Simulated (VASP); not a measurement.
Mg3CdO4:

```xyz
8
Lattice="4.4466 0.0000 0.0000 0.0000 4.4466 0.0000 0.0000 0.0000 4.4466" Properties=species:S:1:pos:R:3 pbc="T T T"
Mg    0.0000    2.2233    2.2233
Mg    2.2233    0.0000    2.2233
Mg    2.2233    2.2233    0.0000
Cd    0.0000    0.0000    0.0000
O     2.2233    0.0000    0.0000
O     2.2233    2.2233    2.2233
O     0.0000    0.0000    2.2233
O     0.0000    2.2233    0.0000
```

The cell comes from a database or a generator and needn't be the stable form of this composition.

| Property | Result |
| --- | --- |
| Program | VASP 6.6.1 |
| Task | relaxation of cell and atoms |
| Functional | PBEsol |
| Potentials or basis | VASP PAW PBE potentials, release 64 (Mg, Cd, O) |
| Cutoff | 600 eV |
| k mesh | 6 × 6 × 6 |
| Occupations | gaussian, width 0.02 eV |
| Spin | no spin polarisation |

At the start: pressure -5.1 GPa; volume 10.99 Å³/atom.

Question: How do energy, volume and symmetry change on relaxing?

Answer: Over 3 steps the energy falls by 6.5 meV/atom and the volume is 10.60 Å³/atom (-3.6 %); space group Pm-3m (No. 221, to 0.05 Å).

The path:
```tsv
step	energy change (eV)	largest force (eV/Å)	pressure (GPa)	volume (Å³)
1	0.0000	0.0000	-5.14	87.92
2	-0.0420	0.0000	2.46	83.51
3	-0.0518	0.0000	0.00	84.80
```

Final structure:
```
Mg Cd O
1.0
     4.39337    0.00000    0.00000
     0.00000    4.39337    0.00000
     0.00000    0.00000    4.39337
Mg Cd O
3 1 4
Direct
  0.00000 0.50000 0.50000
  0.50000 0.00000 0.50000
  0.50000 0.50000 0.00000
  0.00000 0.00000 0.00000
  0.50000 0.00000 0.00000
  0.50000 0.50000 0.50000
  0.00000 0.00000 0.50000
  0.00000 0.50000 0.00000
```

Caveat: the PAW data sets were made with another functional, which shifts forces and pressure a little.
